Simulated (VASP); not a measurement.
Given:

```
MgS
1.0
    0.00000     2.59452     2.59452
    2.59452     0.00000     2.59452
    2.59452     2.59452     0.00000
Mg S
1 1
Direct
  0.00000   0.00000   0.00000
  0.50000   0.50000   0.50000
```

Level of theory: PBE GGA with D3 dispersion (zero damping), VASP's PBE PAW potentials (set 64) (plane waves; VASP). Numerical set-up: 520 eV cut-off, Gaussian smearing of 0.050 eV, potentials Mg S.

Give the energies of bands 2 to 7 at the high-symmetry points, in eV from the valence-band maximum.

```csv
band,Γ,X,U,L,W
2,0.00,-4.24,-3.73,-4.87,-3.26
3,0.00,-1.70,-3.21,-0.60,-3.26
4,0.00,-1.70,-1.38,-0.60,-2.38
5,3.78,2.79,3.92,4.56,5.28
6,7.95,4.37,6.72,6.92,7.97
7,7.95,12.09,9.74,6.92,7.97
```

The gap is indirect, 2.79 eV, from the valence maximum at Γ to the conduction minimum at X.

The compound is MgS in the rock salt structure. It was relaxed first.
